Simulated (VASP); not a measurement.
Data:

```
CELL_PARAMETERS angstrom
      1.27758    -2.21283     0.00000
      1.27758     2.21283     0.00000
      0.00000     0.00000     4.22604
ATOMIC_POSITIONS crystal
  B  0.66667 0.33333 0.50025
  B  0.33333 0.66667 0.00025
  N  0.66667 0.33333 0.87475
  N  0.33333 0.66667 0.37475
```

Computed with PBEsol GGA, VASP's PBE PAW potentials (set 64) (plane waves; VASP). Run with 600 eV cut-off, 10×10×6 Γ-centred mesh, Gaussian smearing of 0.050 eV, potentials B N.

Q: Give the stress tensor in GPa (positive for a compressed cell).

A: 
```
-5.92   0.00   0.00
 0.00  -5.92   0.00
 0.00   0.00  -5.92
```
The pressure is its mean diagonal, -5.92 GPa.

The compound is BN in the wurtzite structure, a metastable high-pressure form. This cell was strained or had an atom moved on purpose.
